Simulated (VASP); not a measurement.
```
CELL_PARAMETERS angstrom
      1.81989    -3.15213     0.00000
      1.81989     3.15213     0.00000
      0.00000     0.00000     5.57130
ATOMIC_POSITIONS crystal
  Dy 0.33333 0.66667 0.25000
  Dy 0.66667 0.33333 0.75000
```

Calculation: r2SCAN meta-GGA, VASP's PBE PAW potentials (set 64) (plane waves; VASP). Settings: 400 eV cut-off, 10×10×6 Γ-centred mesh, first-order Methfessel-Paxton smearing of 0.10 eV, potentials Dy_3.

The 4f electrons are frozen in the core of the lanthanide potential, so 4f levels, which can set the real gap, and their magnetism are missing.

Q: Predict the energy per atom (σ→0), band gap (on the k-mesh) with the smallest direct gap where there is one.

A: 
The band gap (on the k-mesh) is none (metal, semimetal or under 0.01 eV). The energy per atom (σ→0) is -31.977 eV/atom.

The compound is Dy in the hcp structure. It was relaxed first. The start is the result of an earlier pass.
